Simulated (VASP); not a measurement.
Input for VASP

### POSCAR
```
LiBr
1
    0.0000000000     2.7226900000     2.7226900000
    2.7226900000     0.0000000000     2.7226900000
    2.7226900000     2.7226900000     0.0000000000
Li Br
1 1
Direct
 -0.0010770000  -0.0021520000   0.0006360000
  0.5010770000   0.5021520000   0.4993640000
```

INCAR:
```
SYSTEM = LiBr
PREC = Accurate
ENCUT = 240
EDIFF = 1E-6
NELM = 100
ALGO = Normal
LREAL = .FALSE.
LASPH = .TRUE.
ISMEAR = 0
SIGMA = 0.01
LMAXMIX = 4
LWAVE = .FALSE.
LCHARG = .FALSE.
ISIF = 2
```

### KPOINTS
```
Automatic mesh
0
Gamma
1 1 1
0 0 0
```

POTCAR, in this order: Li_sv Br (LDA.64 set). Program: vasp_std.

Q: Write an equivalent input for Quantum ESPRESSO's pw.x.

A: One equivalent input (not run):
```
&CONTROL
  calculation = 'scf'
  pseudo_dir = './pseudo'
  outdir = './out'
  tprnfor = .true.
  tstress = .true.
/
&SYSTEM
  ibrav = 0
  nat = 2
  ntyp = 2
  ecutwfc = 74
  occupations = 'smearing'
  smearing = 'gaussian'
  degauss = 0.000735
  input_dft = 'pz'
/
&ELECTRONS
  conv_thr = 7.3e-08
  electron_maxstep = 100
/
ATOMIC_SPECIES
  Li 6.940 Li.upf
  Br 79.904 Br.upf
CELL_PARAMETERS angstrom
     0.0000000    2.7226900    2.7226900
     2.7226900    0.0000000    2.7226900
     2.7226900    2.7226900    0.0000000
ATOMIC_POSITIONS crystal
  Li  -0.0010770 -0.0021520  0.0006360
  Br   0.5010770  0.5021520  0.4993640
K_POINTS automatic
  1 1 1 0 0 0
```
Limits of the translation: the potentials are each code's own (VASP's PAW set, PseudoDojo norm-conserving files in pw.x), so ENCUT and ecutwfc are chosen apart and not converted; conv_thr bounds pw.x's estimated SCF error, while EDIFF bounds the energy change between steps.

The structure comes from a computed database's LiBr entry; how it stands against other phases isn't given here. The cell was not relaxed at this level, atoms are displaced from their ideal sites. The k-mesh is coarse (spacing up to 2.00 per Å, 2π included), so the numbers may not be converged in it. The run is one of a series of settings (ENCUT = 240, GGA removed, KPOINTS 1×1×1 Γ-centred mesh, POTCAR Li_sv Br (LDA.64 set) against the base run), some of them coarse on purpose.
